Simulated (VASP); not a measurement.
The input files of a VASP run:

KPOINTS:
```
kpoints
0
G
  5 5 8
```

### POSCAR
```
TiO2
1
    4.4984905936     0.0000000000     0.0000000000
    0.0000000000     4.4984905936     0.0000000000
    0.0000000000     0.0000000000     2.9170296349
Ti O
2 4
Direct
  0.0000000000   0.0000000000   0.0000000000
  0.5000000000   0.5000000000   0.5000000000
  0.3024442311   0.3024442311   0.0000000000
  0.8024442311   0.1975557689   0.5000000000
  0.1975557689   0.8024442311   0.5000000000
  0.6975557689   0.6975557689   0.0000000000
```

**INCAR**
```
NSW = 40   # most ionic steps
SYSTEM = TiO2
ISIF = 3   # ions, shape and volume
LASPH = .True.
IBRION = 2   # conjugate gradients
NELM = 100   # most electronic steps
LMAXMIX = 4   # l cut-off of mixed one-centre charges
PREC = Accurate
ENCUT = 620   # plane-wave cut-off (eV)
PSTRESS = 200   # kbar
ISMEAR = 0   # Gaussian
EDIFF = 1E-6
LCHARG = .False.
LWAVE = .False.
EDIFFG = -0.02
ALGO = Normal   # blocked Davidson
SIGMA = 0.05   # width (eV)
GGA = PE
LREAL = .False.
```

POTCAR, in this order: Ti_sv O (PBE.64 set). Program: vasp_std.

Write an equivalent input for Quantum ESPRESSO's pw.x.

One equivalent input (not run):
```
&CONTROL
  calculation = 'vc-relax'
  pseudo_dir = './pseudo'
  outdir = './out'
  tprnfor = .true.
  tstress = .true.
  nstep = 40
  forc_conv_thr = 0.00078
/
&SYSTEM
  ibrav = 0
  nat = 6
  ntyp = 2
  ecutwfc = 84
  occupations = 'smearing'
  smearing = 'gaussian'
  degauss = 0.003675
  input_dft = 'pbe'
/
&ELECTRONS
  conv_thr = 7.3e-08
  electron_maxstep = 100
/
&IONS
/
&CELL
  press = 200
/
ATOMIC_SPECIES
  Ti 47.867 Ti.upf
  O 15.999 O.upf
CELL_PARAMETERS angstrom
     4.4984906    0.0000000    0.0000000
     0.0000000    4.4984906    0.0000000
     0.0000000    0.0000000    2.9170296
ATOMIC_POSITIONS crystal
  Ti   0.0000000  0.0000000  0.0000000
  Ti   0.5000000  0.5000000  0.5000000
  O    0.3024442  0.3024442  0.0000000
  O    0.8024442  0.1975558  0.5000000
  O    0.1975558  0.8024442  0.5000000
  O    0.6975558  0.6975558  0.0000000
K_POINTS automatic
  5 5 8 0 0 0
```
What does not carry over: the potentials are each code's own (VASP's PAW set, PseudoDojo norm-conserving files in pw.x), so ENCUT and ecutwfc are chosen apart and not converted; conv_thr bounds pw.x's estimated SCF error, while EDIFF bounds the energy change between steps; forc_conv_thr acts on force components and is met together with etot_conv_thr.

The compound is TiO2 in the rutile structure. It was relaxed first under an external pressure of 20 GPa.
